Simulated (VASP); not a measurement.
Energy against volume of MnO2 (rutile). All values below come from revPBE GGA, VASP's PBE PAW potentials (set 64) (plane waves; VASP 6.6.1). Run with 520 eV cut-off, 7×7×11 Γ-centred mesh, first-order Methfessel-Paxton smearing of 0.10 eV, potentials Mn_pv O.

Shape and ions are relaxed at each volume.

```tsv
V (Å³/atom)	E (eV/atom)
9.307	-7.61109
9.595	-7.61781
9.883	-7.61325
10.171	-7.59928
```

**Question.** Fit these four points and predict the energy of the run at 9.019 Å³/atom.

**Answer.** A cubic in V^(−2/3), the third-order Birch-Murnaghan form, passes through the four points with V0 = 9.61 Å³/atom and B0 = 206 GPa, and gives -7.5909 eV/atom there. The run gave -7.5909 eV/atom, -0.0 meV/atom from the fit; all five points give B0 = 206 GPa.

The compound is MnO2 in the rutile structure. It was relaxed first.
